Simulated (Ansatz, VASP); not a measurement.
One calculation of NbTe, two programs

File INCAR:

```
SYSTEM = NbTe
ALGO     = Normal         ! electronic algorithm
EDIFF    = 1E-6           ! SCF threshold, eV
ENCUT    = 520            ! plane-wave cutoff, eV
ISIF     = 2              ! what is computed and relaxed
ISMEAR   = -1             ! smearing method
LASPH    = .True.         ! aspherical terms in the spheres
LCHARG   = .False.        ! write CHGCAR
LMIXTAU  = .True.       
LREAL    = .False.        ! projectors in reciprocal space
LWAVE    = .False.        ! write WAVECAR
METAGGA  = R2SCAN         ! meta-GGA
NELM     = 60             ! most SCF steps
PREC     = Accurate       ! precision mode
SIGMA    = 0.05           ! smearing width, eV
```

Contents of KPOINTS:

```
k-points
0
Gamma
  8 8 7
  0 0 0
```

Contents of POSCAR:

```
NbTe
1.0
    3.6273822700      0.0000000000      0.0000000000
   -1.8136911350      3.1414051951      0.0000000000
    0.0000000000      0.0000000000      3.6187977783
Te Nb
1 1
Direct
    0.6666666667      0.3333333333      0.0000000000
    0.0000000000      0.0000000000      0.5000000000
```

The input input.yaml:

```yaml
crystal:
  lattice:
    - [3.62738227, 0.0, 0.0]
    - [-1.813691135, 3.1414051951, 0.0]
    - [0.0, 0.0, 3.6187977783]
  atoms:
    - { symbol: Te, position: [0.6666666667, 0.3333333333, 0.0] }
    - { symbol: Nb, position: [0.0, 0.0, 0.5] }
hamiltonian:
  xc: r2scan
  pseudopotentials: { kind: paw }
kpoints:
  mp_grid: { grid: [8, 8, 7] }
scf:
  occupations: { method: fermi_dirac, width: 0.05 }
output:
  forces: true
  stress: true
  eigenvalues: true
  write_density: true
  write_potential: true
  elf: true
  volumetric_format: npy
```

Change from the starting cell: volume scaled by 0.94.

Alike in both runs: task single point; functional r2SCAN; k mesh 8 × 8 × 7; occupations fermi-dirac, width 0.05 eV; no spin polarisation.

```csv
,VASP,Ansatz
version,VASP 6.6.1,Ansatz 0.2.0
potentials or method,"VASP PAW PBE potentials, release 64 (Te, Nb_sv)",Ansatz PAW
plane-wave cutoff (eV),520,500
valence electrons in the cell,19,29
```

|  | VASP | Ansatz | Ansatz less VASP |
| --- | --- | --- | --- |
| gap on the k mesh at the Fermi level (eV) | none | none | - |
| pressure (GPa) | 7.0 | 7.2 | +0.20 |
| largest component of the traceless stress (GPa) | 1.38 | 1.45 | +0.063 |

A gap of «none» marks a metal or a gap that the smearing closes. The two sets of potentials don't hold the same shells in valence.

Caveats: the PAW data sets were made with another functional, which shifts forces and pressure a little (VASP); the PAW data sets come from PBE, with cores solved anew for the run's functional, which leaves a small shift of forces and pressure (Ansatz). Spin-orbit coupling is left out, which matters for the levels of Te.
